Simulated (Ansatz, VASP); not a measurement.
**Cross-check of SbP between VASP and Ansatz**

Aim: how closely do two programs agree when they are given the same cell, functional and k mesh? The cell is generated by rule, not measured, and may not be a known phase. The cell is taken from a series of runs on this material, whose earlier steps may have relaxed, scaled, displaced or heated it; both programs get it as it stands.

Calculated with Ansatz 0.2.0; plane waves, with VASP 6.6.1 beside it; relaxation of cell and atoms at r2SCAN.

The structure was built from a prototype and need not be the compound's stable phase.

## 1. The structure

It takes space group P6_3mc (No. 186, hexagonal). Conventional cell: a = 3.774 Å, b = 3.774 Å, c = 8.882 Å, α = 90.00°, β = 90.00°, γ = 120.00°. Nearest to Sb lie 3 P at 2.59 Å. Nearest to P lie 3 Sb at 2.59 Å. Farther neighbours are not listed.

## 2. VASP: relaxation of cell and atoms, r2SCAN

The relaxed volume is the usual yardstick between codes: in a stiff, nearly cubic crystal its relative difference is about their pressure difference at one cell divided by the bulk modulus.

Lines of VASP's logs that name or quote its potential files are left out, and so is its time.

The input, INCAR:

```
SYSTEM = SbP
PREC = Accurate
ENCUT = 550
EDIFF = 1E-07
NELM = 120
ISMEAR = 1
SIGMA = 0.2
LREAL = .FALSE.
ALGO = Normal
METAGGA = R2SCAN
LASPH = .TRUE.
NBANDS = 16
LORBIT = 11
LWAVE = .FALSE.
LCHARG = .FALSE.
ISIF = 3
IBRION = 2
NSW = 80
EDIFFG = -0.005
GGA_COMPAT = .FALSE.
NELMIN = 4
LMIXTAU = .TRUE.
KPAR = 2
```

The input, POSCAR:

```
SbP
1.0
    3.7742190000      0.0000000000      0.0000000000
   -1.8871100000      3.2685700000      0.0000000000
    0.0000000000      0.0000000000      8.8823730000
Sb P
2 2
Direct
    0.0000000000      0.0000000000      0.0297029859
    0.0000000000      0.0000000000      0.5297030422
    0.3333334726      0.6666667686      0.1868684191
    0.6666667923      0.3333332314      0.6868683628
```

The input, KPOINTS:

```
Automatic mesh
0
Gamma
15 15 6
0 0 0
```

The projector-augmented-wave data sets are Sb and P (PBE family, release 64).

Command:

```bash
$ mpirun -np 2 vasp_std
```

Numbers of over 12 decimals in the logs are rounded to 6 here.

The log of the run:

```text
[banner, memory and clock lines left out]
running    2 mpi-ranks, on    1 nodes
 distrk:  each k-point on    1 cores,    2 groups
 distr:  one band on    1 cores,    1 groups

 POSCAR found type information on POSCAR SbP
 POSCAR found :  2 types and       4 ions
|                                                                             |
|               ----> ADVICE to this user running VASP <----                  |
|                                                                             |
|     You enforced a specific xc type in the INCAR file but a different       |
|     [... a line on the potential file left out ...]
|     I HOPE YOU KNOW WHAT YOU ARE DOING!                                     |
|                                                                             |

 LDA part: xc-table for (None), standard interpolation
 POSCAR, INCAR and KPOINTS ok, starting setup
 FFT: planning ... GRIDC
 FFT: planning ... GRID_SOFT
 FFT: planning ... GRID
 WAVECAR not read
 entering main loop
       N       E                     dE             d eps       ncg     rms          rms(c)
DAV:   1     0.335212905920E+02    0.33521E+02   -0.76665E+03  3456   0.107E+03
DAV:   2    -0.663977161548E+02   -0.99919E+02   -0.96576E+02  4664   0.171E+02
DAV:   3    -0.722875009109E+02   -0.58898E+01   -0.58449E+01  4768   0.460E+01
DAV:   4    -0.723495843942E+02   -0.62083E-01   -0.62058E-01  3952   0.565E+00
DAV:   5    -0.723506794880E+02   -0.10951E-02   -0.10951E-02  4536   0.750E-01    0.658E+00
DAV:   6    -0.707573844945E+02    0.15933E+01   -0.11392E+00  3560   0.584E+00    0.446E+00
DAV:   7    -0.687139201877E+02    0.20435E+01   -0.66602E-01  3480   0.559E+00    0.204E+00
DAV:   8    -0.688077865910E+02   -0.93866E-01   -0.25986E-01  3504   0.383E+00    0.471E-01
DAV:   9    -0.687770738559E+02    0.30713E-01   -0.10912E-01  3456   0.267E+00    0.227E-01
DAV:  10    -0.688673232243E+02   -0.90249E-01   -0.45684E-02  3456   0.189E+00    0.913E-02
DAV:  11    -0.688675798401E+02   -0.25662E-03   -0.51964E-03  3848   0.688E-01    0.505E-02
DAV:  12    -0.688687487101E+02   -0.11689E-02   -0.97984E-04  3512   0.264E-01    0.260E-02
DAV:  13    -0.688700801924E+02   -0.13315E-02   -0.18487E-03  3456   0.428E-01    0.202E-02
DAV:  14    -0.688701092531E+02   -0.29061E-04   -0.63994E-05  4240   0.588E-02    0.176E-02
DAV:  15    -0.688701248902E+02   -0.15637E-04   -0.18923E-05  3456   0.422E-02    0.129E-02
DAV:  16    -0.688701476727E+02   -0.22782E-04   -0.65813E-06  3464   0.264E-02    0.838E-03
DAV:  17    -0.688701484088E+02   -0.73613E-06   -0.15650E-05  3456   0.373E-02    0.888E-03
DAV:  18    -0.688701470882E+02    0.13206E-05   -0.19572E-06  4240   0.973E-03    0.104E-02
DAV:  19    -0.688701471336E+02   -0.45392E-07   -0.63704E-08  1728   0.215E-03
   1 F= -.68870147E+02 E0= -.68870436E+02  d E =-.688701E+02
[... from here on, the cycles between the ionic steps are left out ...]
   2 F= -.68870251E+02 E0= -.68870501E+02  d E =-.104231E-03
   3 F= -.68870391E+02 E0= -.68870657E+02  d E =-.244189E-03
   4 F= -.68870391E+02 E0= -.68870657E+02  d E =-.244169E-03
   5 F= -.68870451E+02 E0= -.68870724E+02  d E =-.598495E-04
   6 F= -.68870455E+02 E0= -.68870730E+02  d E =-.635358E-04
   7 F= -.68870455E+02 E0= -.68870730E+02  d E =-.635789E-04
   8 F= -.68870467E+02 E0= -.68870746E+02  d E =-.116538E-04
   9 F= -.68870495E+02 E0= -.68870786E+02  d E =-.401580E-04
  10 F= -.68870519E+02 E0= -.68870835E+02  d E =-.638397E-04
 curvature:  -5.67 expect dE=-0.180E-03 dE for cont linesearch -0.265E-06
 trial: gam= 2.36971 g(F)=  0.175E-04 g(S)=  0.143E-04 ort = 0.825E-06 (trialstep = 0.337E+00)
 search vector abs. value=  0.117E-03
 bond charge predicted
       N       E                     dE             d eps       ncg     rms          rms(c)
DAV:   1    -0.688705253847E+02   -0.65842E-05   -0.45870E-04  3456   0.104E-01    0.948E-03
DAV:   2    -0.688705261084E+02   -0.72376E-06   -0.22921E-05  4200   0.297E-02    0.436E-03
DAV:   3    -0.688705253565E+02    0.75191E-06   -0.82298E-07  4112   0.617E-03    0.304E-03
DAV:   4    -0.688705250604E+02    0.29613E-06   -0.10812E-06  4040   0.654E-03    0.887E-04
DAV:   5    -0.688705251856E+02   -0.12525E-06   -0.19560E-07  2344   0.400E-03    0.565E-04
DAV:   6    -0.688705251973E+02   -0.11677E-07   -0.69146E-08  1728   0.189E-03
  11 F= -.68870525E+02 E0= -.68870842E+02  d E =-.647612E-05
 trial-energy change:   -0.000006  1 .order   -0.000008   -0.000011   -0.000005
 step:   0.5593(harm=  0.5593)  dis= 0.00051  next Energy=   -68.870528 (dE=-0.943E-05)
 reached required accuracy - stopping structural energy minimisation
```

Parts of OUTCAR (step 2):

```text
ion  position               nearest neighbor table
   1  0.000  0.000  0.030-   3 2.59   3 2.59   3 2.59
   2  0.000  0.000  0.530-   4 2.59   4 2.59   4 2.59
   3  0.333  0.667  0.187-   1 2.59   1 2.59   1 2.59
   4  0.667  0.333  0.687-   2 2.59   2 2.59   2 2.59

  LATTYP: Found a hexagonal cell.
 ALAT       =     3.7742190000
 C/A-ratio  =     2.3534333858

 Subroutine GETGRP returns: Found 12 space group operations
 (whereof  6 operations were pure point group operations)

The static configuration has the point symmetry C_3v.
 The point group associated with its full space group is C_6v.

 Found    108 irreducible k-points:

   k-points           NKPTS =    108   k-points in BZ     NKDIM =    108   number of bands    NBANDS=     16

   dimension x,y,z NGX =    30 NGY =   30 NGZ =   70
   dimension x,y,z NGXF=    60 NGYF=   60 NGZF=  140

   ENCUT  =  550.0 eV  40.42 Ry    6.36 a.u.   7.22  7.22 16.99*2*pi/ulx,y,z

   NELECT =      20.0000    total number of electrons

 k-points in reciprocal lattice and weights: Automatic mesh
   0.00000000  0.00000000  0.00000000       0.001
   0.06666667  0.00000000  0.00000000       0.004
   0.13333333  0.00000000  0.00000000       0.004
   0.20000000  0.00000000  0.00000000       0.004
   0.26666667  0.00000000  0.00000000       0.004
   0.33333333  0.00000000  0.00000000       0.004
   0.40000000  0.00000000  0.00000000       0.004
   0.46666667  0.00000000  0.00000000       0.004
   0.06666667  0.06666667  0.00000000       0.004
[...]
0.33333333  0.26666667  0.50000000       0.009
   0.33333333  0.33333333  0.50000000       0.001

 average (electrostatic) potential at core
       1 -92.5594       2 -92.5594       3 -86.2208       4 -86.2209

 E-fermi :   6.1254

 k-point     1 :       0.0000    0.0000    0.0000
  band No.  band energies     occupation
    ...
      5       2.8585      2.00000
      6       4.2091      2.00000
      7       4.2091      2.00000
      8       4.3678      2.00000
      9       4.3678      2.00000
     10       6.6468     -0.00142
     11       7.0024     -0.00000
     12       7.5566     -0.00000
     13       8.1754     -0.00000
     14       8.1754     -0.00000
    ...

 k-point     2 :       0.0667    0.0000    0.0000
  band No.  band energies     occupation
    ...
      5       2.8999      2.00000
      6       3.7698      2.00000
      7       3.8837      2.00000
      8       4.0771      2.00000
      9       4.2738      2.00000
     10       6.6518     -0.00126
     11       7.2589     -0.00000
     12       7.7932     -0.00000
     13       8.2083     -0.00000
     14       8.2663     -0.00000
    ...

 k-point     3 :       0.1333    0.0000    0.0000
  band No.  band energies     occupation
    ...
      5       2.7431      2.00000
      6       2.9732      2.00000
      7       3.2006      2.00000
      8       3.7637      2.00000
      9       4.0203      2.00000
     10       6.1894      0.48802
     11       7.3544     -0.00000
     12       7.8944     -0.00000
     13       8.4553     -0.00000
     14       8.5482     -0.00000
    ...

  Total        0.0045592      0.0045592      0.0091110     -0.0000000      0.0000000     -0.0000000
  in kB        0.0668845      0.0668845      0.1336617     -0.0000000      0.0000000     -0.0000000
  external PRESSURE =       0.0891436 kB  Pullay stress =       0.0000000 kB

  energy-cutoff  :      550.00
  volume of cell :      109.21
      direct lattice vectors                 reciprocal lattice vectors
     3.773913158  0.000000000 -0.000000000     0.264976951  0.152984532 -0.000000000
    -1.886957079  3.268305133  0.000000000    -0.000000000  0.305968984 -0.000000000
     0.000000000  0.000000000  8.854306657     0.000000000 -0.000000000  0.112939391

 POSITION                                       TOTAL-FORCE (eV/Angst)
 -----------------------------------------------------------------------------------
     -1.88696      3.26831      0.25831        -0.000000      0.000000     -0.004369
      3.77391      0.00000      4.68546        -0.000000     -0.000000     -0.004369
     -0.00000      2.17887      1.65928         0.000000     -0.000000      0.004369
      1.88696      1.08943      6.08644         0.000000      0.000000      0.004369
 -----------------------------------------------------------------------------------
    total drift:                               -0.000241     -0.000000     -0.000579

  FREE ENERGIE OF THE ION-ELECTRON SYSTEM (eV)
  ---------------------------------------------------
  free  energy   TOTEN  =       -68.8705251973 eV

  energy  without entropy=      -68.8714741793  energy(sigma->0) =      -68.87084152

 reached required accuracy - stopping structural energy minimisation

 total charge
# of ion       s       p       d       tot
------------------------------------------
    1        1.200   1.125   0.049   2.374
    2        1.200   1.125   0.049   2.374
    3        1.092   1.358   0.000   2.450
    4        1.092   1.358   0.000   2.450
--------------------------------------------------
tot          4.585   4.966   0.097   9.649

[... 3 further parts left out ...]
```

The run keeps the 12 symmetry operations of its start, so it cannot find a distortion of lower symmetry.

(Continued in part 2 of 2.)

[Lines on the potential files, build, host, timing and source positions are cut from VASP's logs without a mark.]

[Logs are printed without paths, hosts, clocks, repeated set-up lines and the standing remarks that a program may print on its own settings, such as how far it seeks lower states.]

[Hosts, paths, dates, database ids (printed as entryN), source tags and the programs' standing remarks are cut or masked in the printed files.]
